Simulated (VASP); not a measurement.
An input for Ansatz (written as the equivalent of a VASP run, and not itself run):

Ansatz 0.2 input:
```yaml
crystal:
  lattice:
    - [3.7921737, 0.0000000, 0.0000000]
    - [0.0000000, 3.7921737, 0.0000000]
    - [0.0000000, 0.0000000, 3.7920239]
  atoms:
    - { symbol: Ba, position: [0.0000000, 0.0000000, 0.9929397] }
    - { symbol: Ti, position: [0.5000000, 0.5000000, 0.4934715] }
    - { symbol: O, position: [0.5000000, 0.5000000, 0.9926217] }
    - { symbol: O, position: [0.0000000, 0.5000000, 0.4924835] }
    - { symbol: O, position: [0.5000000, 0.0000000, 0.4924835] }
kpoints:
  mp_grid: { grid: [6, 6, 6] }
hamiltonian:
  xc: pbe
  pseudopotentials: { kind: paw }
scf:
  occupations: { method: gaussian, width: 0.05 }
  max_iter: 100
relax:
  max_steps: 40
  f_tol: 0.02
  cell: { p_target: 45 }
output: { forces: true, stress: true, eigenvalues: true }
```

Problem. Write the VASP files for the same calculation (PBE).

Solution. One answer among several that fit: 
### POSCAR
```
BaTiO3
1
    3.7921737443     0.0000000000     0.0000000000
    0.0000000000     3.7921737443     0.0000000000
    0.0000000000    -0.0000000000     3.7920239429
Ba Ti O
1 1 3
Direct
  0.0000000000   0.0000000000   0.9929397093
  0.5000000000   0.5000000000   0.4934715281
  0.5000000000   0.5000000000   0.9926216854
  0.0000000000   0.5000000000   0.4924835386
  0.5000000000   0.0000000000   0.4924835386
```

### INCAR
```
SYSTEM = BaTiO3
PREC = Accurate
ENCUT = 620
EDIFF = 1E-6
NELM = 100
ALGO = Normal
LREAL = .FALSE.
LASPH = .TRUE.
ISMEAR = 0
SIGMA = 0.05
GGA = PE
LMAXMIX = 4
LWAVE = .FALSE.
LCHARG = .FALSE.
IBRION = 2
ISIF = 3
NSW = 40
EDIFFG = -0.02
PSTRESS = 450
```

File KPOINTS:
```
Automatic mesh
0
Gamma
6 6 6
0 0 0
```

POTCAR, in this order: Ba_sv Ti_sv O (PBE.64 set). Program: vasp_std.

What does not carry over: each code has its own PAW files, so the cut-off isn't converted (ENCUT is set for VASP's; basis.ecutwfc is left out, and Ansatz then takes the one that its files recommend); Ansatz stops its SCF on the density residual and VASP on the energy change (EDIFF).

The compound is BaTiO3 in the tetragonal perovskite structure. It was relaxed first under an external pressure of 45 GPa.
